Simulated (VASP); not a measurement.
The input files of a VASP run:

POSCAR:
```
FeAl
1
    2.8391275678     0.0000000000     0.0000000000
    0.0000000000     2.8391275678     0.0000000000
    0.0000000000     0.0000000000     2.8391275678
Al Fe
1 1
Direct
  0.5000000000   0.5000000000   0.5000000000
  0.0000000000   0.0000000000   0.0000000000
```

### INCAR
```
ALGO = Normal
EDIFF = 1E-7
ENCUT = 520
GGA = PE
ISIF = 2
ISMEAR = -5
IVDW = 12
LASPH = .True.
LCHARG = .True.
LMAXMIX = 4
LORBIT = 11
LREAL = .False.
LWAVE = .False.
NEDOS = 601
NELM = 100
PREC = Accurate
SYSTEM = FeAl
```

### KPOINTS
```
Regular mesh
0
Gamma
14 14 14
```

POTCAR, in this order: Al Fe (PBE.64 set). Program: vasp_std.

Question: Translate this PBE-D3(BJ) calculation to Quantum ESPRESSO's pw.x.

Answer: One equivalent input (not run):
```
&CONTROL
  calculation = 'scf'
  pseudo_dir = './pseudo'
  outdir = './out'
  tprnfor = .true.
  tstress = .true.
/
&SYSTEM
  ibrav = 0
  nat = 2
  ntyp = 2
  ecutwfc = 90
  occupations = 'tetrahedra'
  input_dft = 'pbe'
  vdw_corr = 'grimme-d3'
  dftd3_version = 4
  dftd3_threebody = .false.
/
&ELECTRONS
  conv_thr = 7.3e-09
  electron_maxstep = 100
/
ATOMIC_SPECIES
  Al 26.982 Al.upf
  Fe 55.845 Fe.upf
CELL_PARAMETERS angstrom
     2.8391276    0.0000000    0.0000000
     0.0000000    2.8391276    0.0000000
     0.0000000    0.0000000    2.8391276
ATOMIC_POSITIONS crystal
  Al   0.5000000  0.5000000  0.5000000
  Fe   0.0000000  0.0000000  0.0000000
K_POINTS automatic
  14 14 14 0 0 0
```
The two are equivalent in intent, not identical: the potentials are each code's own (VASP's PAW set, PseudoDojo norm-conserving files in pw.x), so ENCUT and ecutwfc are chosen apart and not converted; conv_thr bounds pw.x's estimated SCF error, while EDIFF bounds the energy change between steps.

The compound is FeAl in the CsCl type structure. It was relaxed first, which changed the volume by -7 %.
